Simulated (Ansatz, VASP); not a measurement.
# Ge in two plane-wave programs, part 2 of 3

One calculation is typed for both programs; each brings its own data sets. How far apart do they land? Of the first pair: The structure shown is frame 50 of Ansatz's trajectory.

VASP 6.6.1 and Ansatz 0.2.0.

So far: The starting structure; Ansatz: dynamics, PBEsol.

## 3. VASP: single point, PBEsol, pair 1

Level of this step: PBEsol; plane waves and PAW (Ge_d) (VASP).

The same cell, functional, mesh and smearing now go to VASP, with its own data sets.

Lines of VASP's logs that name or quote its potential files are left out, and so is its time.

The input, INCAR:

```
SYSTEM = Ge
PREC = Accurate
ENCUT = 410
EDIFF = 1E-06
NELM = 120
ISMEAR = -1
SIGMA = 0.1
LREAL = .FALSE.
ALGO = Normal
GGA = PS
NBANDS = 244
LORBIT = 11
LWAVE = .FALSE.
LCHARG = .FALSE.
ISIF = 2
LASPH = .TRUE.
GGA_COMPAT = .FALSE.
EFERMI = MIDGAP
```

The input, POSCAR:

```
Ge
1.0
    8.9779155195      0.0000000000      0.0000000000
    0.0000000000      8.9779155195      0.0000000000
    0.0000000000      0.0000000000      8.9779155195
Ge
30
Direct
    0.2240254985      0.3133071361      0.7665915306
    0.0266249999      0.5260849236      0.7748829876
    0.1422251075      0.0733485405      0.2570449672
    0.5818091058      0.5093847219      0.0368448555
    0.5214288317      0.5953575736      0.3752736359
    0.6601535721      0.9798038287      0.7510332421
    0.6375560104      0.2525360141      0.3620279109
    0.4101799568      0.8437249140      0.4825457525
    0.6360666892      0.1966798413      0.0707761171
    0.1781531578      0.8142408986      0.6897858402
    0.7699748327      0.6826093414      0.4318749705
    0.5095942360      0.5246918385      0.7398785370
    0.7888370062      0.6560306774      0.7291772779
    0.3978352205      0.4130619175      0.2049500239
    0.4421712358      0.8032491489      0.8376495617
    0.1268627442      0.0919031816      0.5461719916
    0.0137272399      0.4690558728      0.5286551193
    0.4318004543      0.0437179966      0.2195115331
    0.9686347015      0.3687198875      0.0055772412
    0.6422982025      0.2392194486      0.7830178380
    0.8658273720      0.0581438975      0.2119475279
    0.5580446808      0.7891017670      0.1625898569
    0.9466109345      0.9426574556      0.7413410146
    0.9125475710      0.2458776756      0.6918251777
    0.4670591955      0.2973542126      0.5798647792
    0.3643293360      0.0539927112      0.7647903330
    0.6933792133      0.9702648662      0.4319696473
    0.1394691761      0.0218619211      0.9742614509
    0.8332449758      0.4399915539      0.2460898630
    0.1197099703      0.3635314893      0.2397304803
```

The input, KPOINTS:

```
Automatic mesh
0
Gamma
1 1 1
0 0 0
```

Potentials, in the order of the species: Ge_d (PBE family, release 64).

Run with:

```console
$ mpirun -np 4 vasp_gam
```

Numbers of over 12 decimals in the logs are rounded to 6 here.

The log of the run:

```text
[banner, memory and clock lines left out]
running    4 mpi-ranks, on    1 nodes
 distrk:  each k-point on    4 cores,    1 groups
 distr:  one band on    1 cores,    4 groups

 POSCAR found type information on POSCAR Ge
 POSCAR found :  1 types and      30 ions
|                                                                             |
|               ----> ADVICE to this user running VASP <----                  |
|                                                                             |
|     You have a (more or less) 'large supercell' and for larger cells it     |
|     might be more efficient to use real-space projection operators.         |
|     Therefore, try LREAL= Auto in the INCAR file.                           |
|     Mind: For very accurate calculation, you might also keep the            |
|     reciprocal projection scheme (i.e. LREAL=.FALSE.).                      |
|                                                                             |

|                                                                             |
|               ----> ADVICE to this user running VASP <----                  |
|                                                                             |
|     You enforced a specific xc type in the INCAR file but a different       |
|     [... a line on the potential file left out ...]
|     I HOPE YOU KNOW WHAT YOU ARE DOING!                                     |
|                                                                             |

 LDA part: xc-table for (Slater+PW92), standard interpolation
 POSCAR, INCAR and KPOINTS ok, starting setup
 FFT: planning ... GRIDC
 FFT: planning ... GRID_SOFT
 FFT: planning ... GRID
 WAVECAR not read
 entering main loop
       N       E                     dE             d eps       ncg     rms          rms(c)
DAV:   1     0.758111086392E+04    0.75811E+04   -0.15817E+05   520   0.479E+03
DAV:   2     0.172668787024E+04   -0.58544E+04   -0.56488E+04   488   0.112E+03
DAV:   3     0.164944064735E+03   -0.15617E+04   -0.14947E+04   512   0.299E+02
DAV:   4    -0.116938911692E+03   -0.28188E+03   -0.25984E+03   548   0.124E+02
DAV:   5    -0.141951535660E+03   -0.25013E+02   -0.24273E+02   544   0.373E+01    0.104E+01
DAV:   6    -0.140599792313E+03    0.13517E+01   -0.10488E+01   568   0.252E+01    0.488E+00
DAV:   7    -0.140257172582E+03    0.34262E+00   -0.37803E+00   592   0.960E+00    0.142E+00
DAV:   8    -0.140277397680E+03   -0.20225E-01   -0.73824E-01   560   0.813E+00    0.939E-01
DAV:   9    -0.140275491918E+03    0.19058E-02   -0.14885E-01   560   0.402E+00    0.435E-01
DAV:  10    -0.140281523591E+03   -0.60317E-02   -0.62126E-02   528   0.268E+00    0.155E-01
DAV:  11    -0.140284978958E+03   -0.34554E-02   -0.20453E-02   520   0.144E+00    0.854E-02
DAV:  12    -0.140286654063E+03   -0.16751E-02   -0.70191E-03   544   0.856E-01    0.462E-02
DAV:  13    -0.140287414313E+03   -0.76025E-03   -0.30587E-03   528   0.472E-01    0.240E-02
DAV:  14    -0.140287621603E+03   -0.20729E-03   -0.10799E-03   536   0.319E-01    0.150E-02
DAV:  15    -0.140287702887E+03   -0.81284E-04   -0.42326E-04   544   0.164E-01    0.750E-03
DAV:  16    -0.140287728160E+03   -0.25274E-04   -0.17687E-04   592   0.876E-02    0.485E-03
DAV:  17    -0.140287733083E+03   -0.49225E-05   -0.38324E-05   488   0.535E-02    0.222E-03
DAV:  18    -0.140287735740E+03   -0.26575E-05   -0.21069E-05   664   0.226E-02    0.151E-03
DAV:  19    -0.140287736068E+03   -0.32822E-06   -0.14828E-06   336   0.914E-03
   1 F= -.14028774E+03 E0= -.14015166E+03  d E =-.272145E+00
```

OUTCAR, selected parts (step 3):

```text
ion  position               nearest neighbor table
   1  0.224  0.313  0.767-   2 2.61  26 2.65  25 2.76
   2  0.027  0.526  0.775-  17 2.27  13 2.47  19 2.56   1 2.61  24 2.82
   3  0.142  0.073  0.257-  21 2.52  28 2.58  16 2.60  30 2.62  18 2.63
   4  0.582  0.509  0.037-  14 2.40  12 2.75  22 2.76   9 2.87
   5  0.521  0.595  0.375-  11 2.42  14 2.50  22 2.60   8 2.63
   6  0.660  0.980  0.751-  20 2.35  23 2.59  15 2.64  26 2.74  27 2.88
   7  0.638  0.253  0.362-  25 2.52  29 2.65  27 2.66   9 2.66
   8  0.410  0.844  0.483-   5 2.63  10 2.81  27 2.82
   9  0.636  0.197  0.071-  20 2.61  18 2.65   7 2.66  21 2.72   4 2.87
  10  0.178  0.814  0.690-  23 2.42  15 2.72   8 2.81  26 2.81  16 2.84
  11  0.770  0.683  0.432-   5 2.42  27 2.67  13 2.69  29 2.80
  12  0.510  0.525  0.740-  25 2.52  15 2.72   4 2.75  13 2.77  20 2.85
  13  0.789  0.656  0.729-   2 2.47  11 2.69  12 2.77
  14  0.398  0.413  0.205-   4 2.40   5 2.50  30 2.56
  15  0.442  0.803  0.838-  26 2.45   6 2.64  10 2.72  12 2.72
  16  0.127  0.092  0.546-   3 2.60  24 2.71  23 2.74  10 2.84  26 2.92
  17  0.014  0.469  0.529-   2 2.27  24 2.64
  18  0.432  0.044  0.220-  22 2.60   3 2.63   9 2.65
  19  0.969  0.369  0.006-  30 2.50  29 2.56   2 2.56
  20  0.642  0.239  0.783-   6 2.35  25 2.46  24 2.56   9 2.61  12 2.85
  21  0.866  0.058  0.212-   3 2.52  27 2.63   9 2.72
  22  0.558  0.789  0.163-  18 2.60   5 2.60   4 2.76
  23  0.947  0.943  0.741-  10 2.42   6 2.59  16 2.74  24 2.78  28 2.81
  24  0.913  0.246  0.692-  20 2.56  17 2.64  16 2.71  23 2.78   2 2.82
  25  0.467  0.297  0.580-  20 2.46   7 2.52  12 2.52   1 2.76  26 2.89
  26  0.364  0.054  0.765-  15 2.45   1 2.65   6 2.74  28 2.77  10 2.81  25 2.89  16 2.92
  27  0.693  0.970  0.432-  21 2.63   7 2.66  11 2.67   8 2.82   6 2.88
  28  0.139  0.022  0.974-   3 2.58  26 2.77  23 2.81
  29  0.833  0.440  0.246-  19 2.56   7 2.65  30 2.66  11 2.80
  30  0.120  0.364  0.240-  19 2.50  14 2.56   3 2.62  29 2.66

  LATTYP: Found a simple cubic cell.
 ALAT       =     8.9779155195

 Subroutine GETGRP returns: Found  1 space group operations
 (whereof  1 operations were pure point group operations)

The static configuration has the point symmetry C_1 .

 Found      1 irreducible k-points:

   k-points           NKPTS =      1   k-points in BZ     NKDIM =      1   number of bands    NBANDS=    244

   dimension x,y,z NGX =    60 NGY =   60 NGZ =   60
   dimension x,y,z NGXF=   120 NGYF=  120 NGZF=  120

   ENCUT  =  410.0 eV  30.13 Ry    5.49 a.u.  14.82 14.82 14.82*2*pi/ulx,y,z

   NELECT =     420.0000    total number of electrons

 k-points in reciprocal lattice and weights: Automatic mesh
   0.00000000  0.00000000  0.00000000       1.000

 average (electrostatic) potential at core
       1 -74.6891       2 -74.7331       3 -74.3339       4 -74.7045       5 -74.5206
       6 -74.6988       7 -74.7055       8 -74.9584       9 -74.8204      10 -74.9454
      11 -74.7217      12 -74.4100      13 -74.3634      14 -74.7698      15 -74.7554
      16 -74.9284      17 -75.0092      18 -74.6113      19 -75.0610      20 -74.5340
      21 -74.7785      22 -74.8953      23 -74.5535      24 -74.4650      25 -74.8486
      26 -74.8724      27 -74.8927      28 -74.9678      29 -74.9118      30 -74.6066

 E-fermi :   3.9414

 k-point     1 :       0.0000    0.0000    0.0000
  band No.  band energies     occupation
    ...
    206       3.0592      1.99971
    207       3.1140      1.99949
    208       3.5262      1.96902
    209       3.5624      1.95582
    210       3.8045      1.59457
    211       4.0727      0.42396
    212       4.3146      0.04677
    213       4.4932      0.00800
    214       4.6219      0.00221
    215       4.7740      0.00048
    ...

  Total       -2.9156693    -10.1813284     -8.1118999     -3.3966148      2.3332157     -1.8757737
  in kB       -6.4553873    -22.5417944    -17.9600121     -7.5202164      5.1658159     -4.1530243
  external PRESSURE =     -15.6523979 kB  Pullay stress =       0.0000000 kB

  energy-cutoff  :      410.00
  volume of cell :      723.65
      direct lattice vectors                 reciprocal lattice vectors
     8.977915519  0.000000000  0.000000000     0.111384430  0.000000000  0.000000000
     0.000000000  8.977915519  0.000000000     0.000000000  0.111384430  0.000000000
     0.000000000  0.000000000  8.977915519     0.000000000  0.000000000  0.111384430

 POSITION                                       TOTAL-FORCE (eV/Angst)
 -----------------------------------------------------------------------------------
      2.01128      2.81284      6.88239         0.087023     -0.616135     -0.525860
      0.23904      4.72315      6.95683         0.390203      0.754719      2.035228
      1.27688      0.65852      2.30773         0.104344      0.443065      0.265063
      5.22343      4.57321      0.33079         0.765591     -0.197746     -0.444755
      4.68134      5.34507      3.36917        -0.457130     -0.235679      0.074506
      5.92680      8.79660      6.74271        -0.408469     -2.425059     -0.961453
      5.72392      2.26725      3.25026         0.008829     -0.019832     -0.238923
      3.68256      7.57489      4.33226         0.860646      0.076465      0.566945
      5.71055      1.76577      0.63542        -0.357753     -0.096675      0.312647
      1.59944      7.31019      6.19284         0.103689      0.303374      0.025581
      6.91277      6.12841      3.87734        -0.046869      0.241974      0.394781
      4.57509      4.71064      6.64257         1.183955      0.386717      0.495179
      7.08211      5.88979      6.54649        -1.329794      0.613360     -0.051690
      3.57173      3.70843      1.84002         0.372000     -0.875125      0.455217
      3.96978      7.21150      7.52035         1.622314     -0.714107     -0.587788
      1.13896      0.82510      4.90349         0.650544      0.051297      1.093437
      0.12324      4.21114      4.74622        -0.580920     -1.347509     -2.336078
      3.87667      0.39250      1.97076         0.725212      0.505967      0.406983
      8.69632      3.31034      0.05007         0.535430     -0.415971     -0.908848
      5.76650      2.14769      7.02987        -0.086623      1.617277      0.146975
      7.77333      0.52201      1.90285        -0.316361      0.221866     -0.707372
      5.01008      7.08449      1.45972         0.062358      0.139033     -0.277438
      8.49859      8.46310      6.65570        -0.232869     -0.016738      0.591707
      8.19277      2.20747      6.21115         0.516917      0.305775      0.437934
      4.19322      2.66962      5.20598        -0.582521      0.103858      0.499159
      3.27092      0.48474      6.86622        -1.139476      0.896411     -0.366329
      6.22510      8.71096      3.87819        -0.870487     -0.121632     -0.303775
      1.25214      0.19627      8.74684        -0.731519      0.627058     -1.144163
      7.48080      3.95021      2.20937        -0.774343     -0.198142      0.711094
      1.07475      3.26375      2.15228        -0.073921     -0.007865      0.342036
 -----------------------------------------------------------------------------------
    total drift:                               -0.001137      0.002781      0.015687

  FREE ENERGIE OF THE ION-ELECTRON SYSTEM (eV)
  ---------------------------------------------------
  free  energy   TOTEN  =      -140.2877360685 eV

  energy  without entropy=     -140.0155907828  energy(sigma->0) =     -140.15166343

 total charge
# of ion       s       p       d       tot
------------------------------------------
    1        1.271   0.908  10.017  12.196
    2        1.211   1.157  10.054  12.423
    3        1.242   1.089  10.024  12.355
    4        1.238   0.970  10.021  12.229
    5        1.199   1.117  10.029  12.345
    6        1.235   1.036  10.035  12.306
    7        1.232   1.018  10.029  12.279
    8        1.269   0.865  10.001  12.136
    9        1.242   0.959  10.022  12.223
   10        1.242   0.968  10.024  12.235
   11        1.242   1.008  10.011  12.260
   12        1.223   0.986  10.013  12.222
   13        1.250   0.966  10.004  12.220
   14        1.226   1.051  10.020  12.297
   15        1.236   0.986  10.018  12.240
   16        1.240   0.920  10.019  12.179
   17        1.251   0.983  10.021  12.255
   18        1.259   0.953  10.012  12.224
   19        1.242   0.956  10.019  12.217
   20        1.208   1.148  10.044  12.401
   21        1.263   0.927  10.005  12.195
   22        1.281   0.895  10.003  12.179
   23        1.235   1.035  10.023  12.293
   24        1.234   1.015  10.019  12.268
   25        1.244   1.003  10.039  12.286
   26        1.226   1.012  10.045  12.283
   27        1.223   0.964  10.016  12.203
   28        1.272   0.860   9.998  12.130
   29        1.253   0.949  10.022  12.224
   30        1.242   1.034  10.017  12.293
--------------------------------------------------
tot         37.232  29.738 300.624 367.594
```

The run ends at a pressure of -1.57 GPa, with forces up to 2.8 eV/Å.

## 4. Comparison

Known differences besides the potentials themselves: the cutoff is 320 eV in Ansatz and 410 eV in VASP; Ansatz makes its cores anew for this functional, VASP keeps those of its PBE data sets; Ansatz's log warns that its cutoff lies below the recommended one. Total energies have different zeros and are not compared.

Forces on 8 of the 30 atoms, those with the largest forces and the largest differences (eV/Å; atoms numbered as in POSCAR):

```tsv
atom	Ansatz x, y, z	VASP x, y, z
Ge2	0.397, 0.769, 2.030	0.390, 0.755, 2.035
Ge6	-0.409, -2.422, -0.962	-0.408, -2.425, -0.961
Ge15	1.620, -0.717, -0.580	1.622, -0.714, -0.588
Ge16	0.658, 0.054, 1.104	0.651, 0.051, 1.093
Ge17	-0.585, -1.339, -2.342	-0.581, -1.348, -2.336
Ge20	-0.094, 1.614, 0.145	-0.087, 1.617, 0.147
Ge26	-1.139, 0.899, -0.373	-1.139, 0.896, -0.366
Ge28	-0.734, 0.624, -1.156	-0.732, 0.627, -1.144
```

The forces differ by 5.1 meV/Å r.m.s., which is 0.7 % of the r.m.s. force of 0.724 eV/Å (both taken over all components).

## 5. Ansatz: dynamics, PBEsol

One frame of this run of dynamics is then solved in both programs, so the motion causes no difference.

The structure compared here is frame 100 of Ansatz's trajectory.

The input, input.yaml:

```yaml
crystal:
  lattice:
    - [8.9779155195, 0.0, 0.0]
    - [0.0, 8.9779155195, 0.0]
    - [0.0, 0.0, 8.9779155195]
  atoms:
    - { symbol: Ge, position: [0.2120126434, 0.3184423889, 0.7953705963] }
    - { symbol: Ge, position: [0.0282539295, 0.5481056123, 0.755421027] }
    - { symbol: Ge, position: [0.136463499, 0.0870820041, 0.2812164615] }
    - { symbol: Ge, position: [0.592957432, 0.4716378584, 0.0454592307] }
    - { symbol: Ge, position: [0.5006470355, 0.5999097078, 0.3834400382] }
    - { symbol: Ge, position: [0.6343998138, 0.9777659653, 0.7119341866] }
    - { symbol: Ge, position: [0.6054744914, 0.243495536, 0.3973903879] }
    - { symbol: Ge, position: [0.4361757137, 0.8289032323, 0.5451175766] }
    - { symbol: Ge, position: [0.6202794695, 0.1745907296, 0.0768894151] }
    - { symbol: Ge, position: [0.1836711737, 0.8273871011, 0.7171170659] }
    - { symbol: Ge, position: [0.7565854377, 0.6789803572, 0.4360825969] }
    - { symbol: Ge, position: [0.5606183491, 0.5232011038, 0.7228913424] }
    - { symbol: Ge, position: [0.7795868486, 0.7032051749, 0.7542613052] }
    - { symbol: Ge, position: [0.404892908, 0.3789892889, 0.2323547306] }
    - { symbol: Ge, position: [0.4956043431, 0.7806405128, 0.84572388] }
    - { symbol: Ge, position: [0.1653707723, 0.1054490287, 0.5907797947] }
    - { symbol: Ge, position: [-0.010507818, 0.4142271785, 0.498988895] }
    - { symbol: Ge, position: [0.42416597, 1.0436517667, 0.2213585963] }
    - { symbol: Ge, position: [-0.018009622, 0.38165661, -0.0131838358] }
    - { symbol: Ge, position: [0.6390503608, 0.247876133, 0.7965925249] }
    - { symbol: Ge, position: [0.8584013123, 0.082497566, 0.2121910427] }
    - { symbol: Ge, position: [0.5519868234, 0.7646301684, 0.1525103083] }
    - { symbol: Ge, position: [0.9396761546, 0.9544318015, 0.7593876757] }
    - { symbol: Ge, position: [0.9207440381, 0.2528584754, 0.7238193163] }
    - { symbol: Ge, position: [0.4278847604, 0.2848302042, 0.621378792] }
    - { symbol: Ge, position: [0.3442415406, 0.0554647804, 0.8317268317] }
    - { symbol: Ge, position: [0.655081786, 0.9526866098, 0.3807576396] }
    - { symbol: Ge, position: [1.0881455272, 1.0690172916, 0.9941501907] }
    - { symbol: Ge, position: [0.8078337671, 0.3909553346, 0.2596155549] }
    - { symbol: Ge, position: [0.112053343, 0.3692267963, 0.2418018981] }
kpoints:
  mp_grid: { grid: [1, 1, 1] }
scf:
  occupations: { method: fermi_dirac, width: 0.1 }
  n_extra_bands: 21
hamiltonian:
  xc: pbesol
  pseudopotentials: { kind: paw }
output:
  forces: true
basis:
  ecutwfc: 320
md:
  timestep: 2.5
  n_steps: 150
  ensemble: nvt_langevin
  temperature: 2200
  seed: 0
```

Run with:

```console
$ ansatz run input.yaml --threads 4 --pin off --max-ram 20480MiB --backend cpu --events-out ev --progress --plain --runs-dir out
```

The log of the run:

```text
[...]
Crystal: 30 atoms, lattice volume = 723.647 Å³
Basis set: ecut = 320 eV, 9435 PW (Γ), exchange–correlation on 108×108×108 points (8 copies of the dense FFT grid, shifted against one another)
Bands: 231, of which v1, the nominal top of the filled ones, is band 210 counted from 1 (209 counted from 0)
Symmetry: 1 space group operations
k-points: 1
[...]
SCF iter   1: F=—  HF=-127600.797234 eV  |F-HF|=—  |Δ(HF+E_count)|=         —  Δρ=7.96e-3  dr2=1.37e0  ethr=1.77e-3  ⟨swp⟩=5.0  Hψ=774  notcnv=0
[...]
md step    79: t =   197.50 fs  T =  1853.0 K  F+E_penalty+E_count = -127593.75468204 eV  E_kin = 7.185628 eV  (6 SCF iters)
[...]
md step    80: t =   200.00 fs  T =  1873.0 K  F+E_penalty+E_count = -127593.56427199 eV  E_kin = 7.263180 eV  (7 SCF iters)
[...]
md step    83: t =   207.50 fs  T =  1608.6 K  F+E_penalty+E_count = -127593.12217544 eV  E_kin = 6.237942 eV  (5 SCF iters)
[...]
md step    86: t =   215.00 fs  T =  1680.9 K  F+E_penalty+E_count = -127592.93372048 eV  E_kin = 6.518078 eV  (6 SCF iters)
[...]
```

(Part 2 of 3 ends here.)

[Lines on the potential files, build, host, timing and source positions are cut from VASP's logs without a mark.]

[Logs are printed without paths, hosts, clocks, repeated set-up lines and the standing remarks that a program may print on its own settings, such as how far it seeks lower states.]

[Hosts, paths, dates, database ids (printed as entryN), source tags and the programs' standing remarks are cut or masked in the printed files.]
